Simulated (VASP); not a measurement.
**TaSi2: formation energy of a point defect**

How easily does a point defect form in TaSi2? The host is relaxed first, then a supercell is run with and without the defect. The start is a cell from a database of measured crystal structures.

Main program and level: VASP 6.6.1; r2SCAN; plane waves and PAW (Ta, Si), in the first sound run; inputs show where later runs differ.

The database entry behind the starting cell has ideal inner coordinates that were not refined, so it need not match the best structure at ambient conditions.

**1. The host crystal**

Symmetry: P6_222, No. 180, hexagonal system. Conventional cell: a = 4.780 Å, b = 4.780 Å, c = 6.564 Å, α = 90.00°, β = 90.00°, γ = 120.00°. Ta has 10 Si at 2.59 to 2.76 Å nearest. Nearest to Si lie 5 Si at 2.59 to 2.76 Å and 5 Ta at 2.59 to 2.76 Å. Farther neighbours are not listed.

**2. The host at zero pressure**

First cell and atoms are relaxed at a raised cutoff, so that later runs start from this functional's own cell.

INCAR

```
SYSTEM = TaSi2
PREC = Normal
ENCUT = 350
EDIFF = 1E-05
NELM = 120
ISMEAR = 0
SIGMA = 0.05
LREAL = Auto
ALGO = Normal
METAGGA = R2SCAN
LASPH = .TRUE.
NBANDS = 28
LORBIT = 11
LWAVE = .FALSE.
LCHARG = .FALSE.
KPAR = 4
IBRION = 2
NSW = 40
ISIF = 3
EDIFFG = -0.03
POTIM = 0.4
```

POSCAR

```
TaSi2
1.0
    4.7800000000      0.0000000000      0.0000000000
   -2.3900000000      4.1396014301      0.0000000000
    0.0000000000      0.0000000000      6.5640000000
Ta Si
3 6
Direct
    0.0000000000      0.5000000000      0.1666666667
    0.5000000000      0.5000000000      0.8333333333
    0.5000000000      0.0000000000      0.5000000000
    0.3333000000      0.1666500000      0.1666666667
    0.1666500000      0.8333500000      0.8333333333
    0.8333500000      0.6667000000      0.5000000000
    0.6667000000      0.8333500000      0.1666666667
    0.8333500000      0.1666500000      0.8333333333
    0.1666500000      0.3333000000      0.5000000000
```

KPOINTS

```
Automatic mesh
0
Gamma
4 4 3
0 0 0
```

The projector-augmented-wave data sets are Ta and Si (PBE family, release 64).

The run is started by

```sh
> mpirun -np 4 vasp_std
```

Output:

```text
[banner, memory and clock lines left out]
running    4 mpi-ranks, on    1 nodes
 distrk:  each k-point on    1 cores,    4 groups
 distr:  one band on    1 cores,    1 groups

 POSCAR found type information on POSCAR TaSi
 POSCAR found :  2 types and       9 ions
|                                                                             |
|               ----> ADVICE to this user running VASP <----                  |
|                                                                             |
|     You enforced a specific xc type in the INCAR file but a different       |
|     [... a line on the potential file left out ...]
|     I HOPE YOU KNOW WHAT YOU ARE DOING!                                     |
|                                                                             |

 LDA part: xc-table for (None), standard interpolation
 POSCAR, INCAR and KPOINTS ok, starting setup
 FFT: planning ... GRIDC
 FFT: planning ... GRID_SOFT
 FFT: planning ... GRID
 WAVECAR not read
 entering main loop
       N       E                     dE             d eps       ncg     rms          rms(c)
DAV:   1    -0.714576946273E+02   -0.71458E+02   -0.13122E+04   448   0.904E+02
DAV:   2    -0.198713453503E+03   -0.12726E+03   -0.12262E+03   564   0.163E+02
DAV:   3    -0.204742079077E+03   -0.60286E+01   -0.59077E+01   592   0.326E+01
DAV:   4    -0.204850219831E+03   -0.10814E+00   -0.10781E+00   600   0.487E+00
DAV:   5    -0.204852127745E+03   -0.19079E-02   -0.19048E-02   596   0.623E-01    0.304E+01
DAV:   6    -0.202456277719E+03    0.23959E+01   -0.39115E+00   568   0.742E+00    0.170E+01
DAV:   7    -0.202332751867E+03    0.12353E+00   -0.49370E-01   608   0.341E+00    0.277E+00
DAV:   8    -0.202326731419E+03    0.60204E-02   -0.28522E-02   596   0.750E-01    0.534E-01
DAV:   9    -0.202327701359E+03   -0.96994E-03   -0.32575E-03   600   0.263E-01    0.197E-01
DAV:  10    -0.202328056035E+03   -0.35468E-03   -0.70437E-04   576   0.139E-01    0.565E-02
DAV:  11    -0.202328095388E+03   -0.39353E-04   -0.11211E-04   588   0.519E-02    0.383E-02
DAV:  12    -0.202328098347E+03   -0.29598E-05   -0.11380E-05   348   0.175E-02
   1 F= -.20232810E+03 E0= -.20232440E+03  d E =-.202328E+03
 curvature:   0.00 expect dE= 0.000E+00 dE for cont linesearch  0.000E+00
 trial: gam= 0.00000 g(F)=  0.179E+00 g(S)=  0.219E-01 ort = 0.000E+00 (trialstep = 0.100E+01)
 search vector abs. value=  0.201E+00
 bond charge predicted
       N       E                     dE             d eps       ncg     rms          rms(c)
DAV:   1    -0.202461696521E+03   -0.13360E+00   -0.28024E+00   480   0.772E+00    0.836E-01
DAV:   2    -0.202469940345E+03   -0.82438E-02   -0.11154E-01   628   0.178E+00    0.328E-01
DAV:   3    -0.202468089029E+03    0.18513E-02   -0.51794E-03   576   0.370E-01    0.160E-01
DAV:   4    -0.202468033025E+03    0.56004E-04   -0.11975E-03   600   0.154E-01    0.762E-02
DAV:   5    -0.202468053742E+03   -0.20717E-04   -0.62048E-05   584   0.383E-02    0.410E-02
DAV:   6    -0.202468059671E+03   -0.59284E-05   -0.12482E-05   328   0.192E-02
   2 F= -.20246806E+03 E0= -.20246417E+03  d E =-.139961E+00
[...]
3 F= -.20249217E+03 E0= -.20248864E+03  d E =-.164069E+00
[...]
4 F= -.20251712E+03 E0= -.20251214E+03  d E =-.249490E-01
[...]
5 F= -.20252131E+03 E0= -.20251724E+03  d E =-.291443E-01
[...]
6 F= -.20252360E+03 E0= -.20251886E+03  d E =-.228875E-02
[...]
7 F= -.20252511E+03 E0= -.20252065E+03  d E =-.380113E-02
[...]
8 F= -.20252537E+03 E0= -.20252069E+03  d E =-.255510E-03
 trial-energy change:   -0.000256  1 .order   -0.000235   -0.001005    0.000534
 step:   0.6433(harm=  0.6433)  dis= 0.00088  next Energy=  -202.525441 (dE=-0.328E-03)
 bond charge predicted
       N       E                     dE             d eps       ncg     rms          rms(c)
DAV:   1    -0.202525469367E+03   -0.10240E-03   -0.24624E-03   456   0.241E-01    0.484E-02
DAV:   2    -0.202525464347E+03    0.50197E-05   -0.79103E-05   624   0.443E-02
   9 F= -.20252546E+03 E0= -.20252085E+03  d E =-.351563E-03
 curvature:  -0.35 expect dE=-0.320E-04 dE for cont linesearch -0.162E-05
 trial: gam= 0.16191 g(F)=  0.478E-04 g(S)=  0.450E-04 ort =-0.718E-04 (trialstep = 0.917E+00)
 search vector abs. value=  0.983E-04
 reached required accuracy - stopping structural energy minimisation
```

It took 83 s on 4 MPI ranks of AMD EPYC 7R43, shared host; peak memory 0.48 GiB; 5.5 min of CPU time.

Lines that name or quote the potential files are left out of all logs, and their timing lines are given in words.

From OUTCAR (step 2):

```text
ion  position               nearest neighbor table
   1  0.000  0.500  0.167-   6 2.59   9 2.59   8 2.59   5 2.59   4 2.76   7 2.76   4 2.76   7 2.76
                             7 2.76   4 2.76   3 3.24   3 3.24   2 3.24   2 3.24
   2  0.500  0.500  0.833-   6 2.59   9 2.59   7 2.59   4 2.59   5 2.76   8 2.76   5 2.76   8 2.76
                             8 2.76   5 2.76   3 3.24   3 3.24   1 3.24   1 3.24
   3  0.500  0.000  0.500-   4 2.59   7 2.59   5 2.59   8 2.59   9 2.76   6 2.76   9 2.76   6 2.76
                             9 2.76   6 2.76   2 3.24   1 3.24   2 3.24   1 3.24
   4  0.333  0.167  0.167-   9 2.59   5 2.59   3 2.59   2 2.59   7 2.76   1 2.76   1 2.76   1 2.76
                             7 2.76   7 2.76
   5  0.167  0.833  0.833-   6 2.59   4 2.59   3 2.59   1 2.59   8 2.76   2 2.76   2 2.76   2 2.76
                             8 2.76   8 2.76
   6  0.833  0.667  0.500-   5 2.59   7 2.59   1 2.59   2 2.59   9 2.76   3 2.76   3 2.76   3 2.76
                             9 2.76   9 2.76
   7  0.667  0.833  0.167-   6 2.59   8 2.59   3 2.59   2 2.59   4 2.76   1 2.76   1 2.76   1 2.76
                             4 2.76   4 2.76
   8  0.833  0.167  0.833-   9 2.59   7 2.59   3 2.59   1 2.59   5 2.76   2 2.76   2 2.76   2 2.76
                             5 2.76   5 2.76
   9  0.167  0.333  0.500-   8 2.59   4 2.59   1 2.59   2 2.59   6 2.76   3 2.76   3 2.76   3 2.76
                             6 2.76   6 2.76

  LATTYP: Found a hexagonal cell.
 ALAT       =     4.7800000000
 C/A-ratio  =     1.3732217573

 Subroutine GETGRP returns: Found 12 space group operations
 (whereof  4 operations were pure point group operations)

The static configuration has the point symmetry D_2 .
 The point group associated with its full space group is D_6 .

 Found      8 irreducible k-points:

   k-points           NKPTS =      8   k-points in BZ     NKDIM =      8   number of bands    NBANDS=     28

   dimension x,y,z NGX =    24 NGY =   24 NGZ =   30
   dimension x,y,z NGXF=    48 NGYF=   48 NGZF=   60

   ENCUT  =  350.0 eV  25.72 Ry    5.07 a.u.   7.29  7.29 10.01*2*pi/ulx,y,z

   NELECT =      39.0000    total number of electrons

 k-points in reciprocal lattice and weights: Automatic mesh
   0.00000000  0.00000000  0.00000000       0.021
   0.25000000 -0.00000000  0.00000000       0.125
   0.50000000 -0.00000000  0.00000000       0.062
   0.25000000  0.25000000  0.00000000       0.125
   0.00000000  0.00000000  0.33333333       0.042
   0.25000000 -0.00000000  0.33333333       0.250
   0.50000000 -0.00000000  0.33333333       0.125
   0.25000000  0.25000000  0.33333333       0.250

 average (electrostatic) potential at core
       1 -36.9700       2 -36.9700       3 -36.9700       4 -83.0754       5 -83.0754
       6 -83.0754       7 -83.0754       8 -83.0754       9 -83.0754

 E-fermi :   9.6885

 k-point     1 :       0.0000    0.0000    0.0000
  band No.  band energies     occupation
    ...
     16       6.8695      2.00000
     17       6.8695      2.00000
     18       7.1890      2.00000
     19       7.1890      2.00000
     20       7.8565      2.00000
     21      10.3828      0.00000
     22      12.7546      0.00000
     23      12.7546      0.00000
     24      13.2880      0.00000
     25      13.3266      0.00000
    ...

 k-point     2 :       0.2500   -0.0000    0.0000
  band No.  band energies     occupation
    ...
     16       7.3315      2.00000
     17       7.5715      2.00000
     18       7.6174      2.00000
     19       7.9681      2.00000
     20       8.0012      2.00000
     21      10.0452      0.00000
     22      11.4823      0.00000
     23      11.8249      0.00000
     24      12.4123      0.00000
     25      12.7139      0.00000
    ...

 k-point     3 :       0.5000   -0.0000    0.0000
  band No.  band energies     occupation
    ...
     16       7.3268      2.00000
     17       8.3871      2.00000
     18       8.7493      2.00000
     19       9.4121      2.00000
     20       9.4237      2.00000
     21      10.4526      0.00000
     22      10.8010      0.00000
     23      11.1976      0.00000
     24      11.6123      0.00000
     25      11.9640      0.00000
    ...

  Total       -0.0132680     -0.0132680      0.1006943      0.0000000      0.0000000      0.0000000
  in kB       -0.1643081     -0.1643081      1.2469768      0.0000000      0.0000000      0.0000000
  external PRESSURE =       0.3061202 kB  Pullay stress =       0.0000000 kB

  energy-cutoff  :      350.00
  volume of cell :      129.38
      direct lattice vectors                 reciprocal lattice vectors
     4.771293225  0.000000000  0.000000000     0.209586783  0.121004986  0.000000000
    -2.385646613  4.132061142 -0.000000000    -0.000000000  0.242009972  0.000000000
    -0.000000000 -0.000000000  6.562274136    -0.000000000  0.000000000  0.152386197

 POSITION                                       TOTAL-FORCE (eV/Angst)
 -----------------------------------------------------------------------------------
     -1.19282      2.06603      1.09371         0.000000     -0.000000      0.000000
      1.19282      2.06603      5.46856         0.000000     -0.000000      0.000000
      2.38565      0.00000      3.28114         0.000000     -0.000000      0.000000
      1.13207      0.65360      1.09371         0.012443      0.007184     -0.000000
     -1.25357      3.47846      5.46856         0.012443     -0.007184      0.000000
      2.38565      2.82485      3.28114         0.000000     -0.014368      0.000000
      1.25357      3.47846      1.09371        -0.012443     -0.007184     -0.000000
      3.63922      0.65360      5.46856        -0.012443      0.007184     -0.000000
     -0.00000      1.30721      3.28114         0.000000      0.014368     -0.000000
 -----------------------------------------------------------------------------------
    total drift:                               -0.000000      0.000000      0.000000

  FREE ENERGIE OF THE ION-ELECTRON SYSTEM (eV)
  ---------------------------------------------------
  free  energy   TOTEN  =      -202.5254643469 eV

  energy  without entropy=     -202.5162394116  energy(sigma->0) =     -202.52085188

 reached required accuracy - stopping structural energy minimisation

 total charge
# of ion       s       p       d       tot
------------------------------------------
    1        0.530   0.823   3.650   5.002
    2        0.530   0.823   3.650   5.002
    3        0.530   0.823   3.650   5.002
    4        0.743   0.903   0.000   1.646
    5        0.743   0.903   0.000   1.646
    6        0.743   0.903   0.000   1.646
    7        0.743   0.903   0.000   1.646
    8        0.743   0.903   0.000   1.646
    9        0.743   0.903   0.000   1.646
--------------------------------------------------
tot          6.047   7.886  10.949  24.882

[... 3 further parts left out ...]
```

CONTCAR:

```
TaSi2
   1.00000000000000
     4.7712932254016156    0.0000000000000000    0.0000000000000000
    -2.3856466127008078    4.1320611421127156   -0.0000000000000000
    -0.0000000000000000   -0.0000000000000000    6.5622741355058913
  Ta              Si
     3     6
Direct
     0.0000000000000000    0.5000000000000000    0.1666666667000030
     0.5000000000000000    0.5000000000000000    0.8333333332999970
     0.5000000000000000    0.0000000000000000    0.5000000000000000
     0.3163571331267530    0.1581785665633728    0.1666666667000030
     0.1581785665633730    0.8418214334366271    0.8333333332999970
     0.8418214334366271    0.6836428668732474    0.5000000000000000
     0.6836428668732472    0.8418214334366271    0.1666666667000030
     0.8418214334366270    0.1581785665633728    0.8333333332999970
     0.1581785665633728    0.3163571331267527    0.5000000000000000
```

This run has no spin polarisation. Its electron count is odd, so without a moment it is a metal by construction. The k-mesh is coarse for a metal. The PAW data sets were made with PBE, which is usual practice but a small mismatch for other functionals. The data set Ta keeps the semicore shell frozen, which is cheaper and a little less accurate. The run keeps the 12 symmetry operations of its start, so it cannot find a distortion of lower symmetry.

The steps of the relaxation:

| step | energy less that of the first step (eV) | largest force (eV/Å) | pressure (GPa) | volume (Å³) |
| --- | --- | --- | --- | --- |
| 1 | 0.0000 | 0.8783 | -0.14 | 129.88 |
| 2 | -0.1400 | 0.4682 | -0.59 | 129.69 |
| 3 | -0.1641 | 0.1381 | -0.65 | 129.56 |
| 4 | -0.1890 | 0.1445 | 1.53 | 128.47 |
| 5 | -0.1932 | 0.0709 | 0.88 | 128.77 |
| 6 | -0.1955 | 0.0116 | -0.91 | 130.00 |
| 7 | -0.1970 | 0.0312 | -0.22 | 129.52 |
| 8 | -0.1973 | 0.0045 | 0.16 | 129.30 |
| 9 | -0.1974 | 0.0144 | 0.03 | 129.38 |

| conventional cell, symmetrised | before | after | change |
| --- | --- | --- | --- |
| a (Å) | 4.780 | 4.771 | -0.2 % |
| b (Å) | 4.780 | 4.771 | -0.2 % |
| c (Å) | 6.564 | 6.562 | -0.0 % |
| volume (Å³/atom) | 14.43 | 14.38 | -0.4 % |

The atoms that moved most (Å, as changes of fractional coordinates times the final cell):

| atom | dx | dy | dz | length |
| --- | --- | --- | --- | --- |
| Si7 | 0.061 | 0.035 | 0.000 | 0.070 |
| Si4 | -0.061 | -0.035 | 0.000 | 0.070 |
| Si6 | 0.000 | 0.070 | 0.000 | 0.070 |
| Si9 | 0.000 | -0.070 | 0.000 | 0.070 |
| Si5 | -0.061 | 0.035 | 0.000 | 0.070 |
| Si8 | 0.061 | -0.035 | 0.000 | 0.070 |

Final coordinates:

```cif
data_structure
_symmetry_space_group_name_H-M 'P 1'
_symmetry_Int_Tables_number 1
_cell_length_a 4.7713
_cell_length_b 4.7713
_cell_length_c 6.5623
_cell_angle_alpha 90.000
_cell_angle_beta 90.000
_cell_angle_gamma 120.000
_cell_volume 129.38
loop_
_atom_site_label
_atom_site_type_symbol
_atom_site_fract_x
_atom_site_fract_y
_atom_site_fract_z
_atom_site_occupancy
Ta1 Ta 0.00000 0.50000 0.16667 1
Ta2 Ta 0.50000 0.50000 0.83333 1
Ta3 Ta 0.50000 0.00000 0.50000 1
Si4 Si 0.31636 0.15818 0.16667 1
Si5 Si 0.15818 0.84182 0.83333 1
Si6 Si 0.84182 0.68364 0.50000 1
Si7 Si 0.68364 0.84182 0.16667 1
Si8 Si 0.84182 0.15818 0.83333 1
Si9 Si 0.15818 0.31636 0.50000 1
```

Numbers from this step:

```yaml
electronic_cycles: 48
electrons: 39
free_energy_toten: -202.5255 eV
energy_at_zero_smearing: -202.5209 eV
fermi_energy: 9.688 eV
labelled_metallic_from_the_levels_on_this_mesh: yes
```

The run ended after 9 ionic steps, 0.197 eV below its first step, once forces and stress met EDIFFG = -0.03.

(Continued in part 2 of 4.)

[Lines on the potential files, build, host, timing and source positions are cut from VASP's logs without a mark.]

[Logs are printed without paths, hosts, clocks, repeated set-up lines and the standing remarks that a program may print on its own settings, such as how far it seeks lower states.]

[Hosts, paths, dates, database ids (printed as entryN), source tags and the programs' standing remarks are cut or masked in the printed files.]

[In band tables of VASP the shares of atoms and orbitals are scaled to a sum of 1 inside the atoms' spheres.]

[Runs that stopped without an error message from VASP are left out.]
